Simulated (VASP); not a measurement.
A convergence study with VASP on Bi (space group R-3m): a few settings are varied, all else stays as given below, so the limit is that of these other settings.

```xyz
2
Lattice="4.1450 -2.2636 0.0000 4.1450 2.2636 0.0000 2.9088 0.0000 3.7207" Properties=species:S:1:pos:R:3 pbc="T T T"
Bi     2.6680     0.0000     0.8864
Bi     8.5783     0.0000     2.8501
```

Level of theory: PBEsol GGA, VASP's PBE PAW potentials (set 64) (plane waves; VASP). The last row used: 300 eV cut-off, 15×15×15 Γ-centred mesh, Gaussian smearing of 0.010 eV, potentials Bi_d.

```csv
setting,E (eV/atom),pressure (GPa),largest force (eV/Å),irreducible k-points
SIGMA = 1.0,-4.2746,-0.48,0.284,344
SIGMA = 0.5,-4.2945,-0.93,0.053,344
SIGMA = 0.3,-4.2994,-0.98,0.002,344
SIGMA = 0.2,-4.3005,-0.99,0.013,344
SIGMA = 0.1,-4.3008,-0.99,0.016,344
SIGMA = 0.05,-4.3008,-1.00,0.017,344
SIGMA = 0.02,-4.3008,-1.00,0.016,344
SIGMA = 0.01,-4.3008,-0.99,0.017,344
```

Left out are rungs that failed or repeat a setting and relaxations that didn't move; long series are thinned to 24 rows.

The structure is a typed Bi crystal (space group no. 166). The cell was not relaxed at this level, forces remain on its atoms.
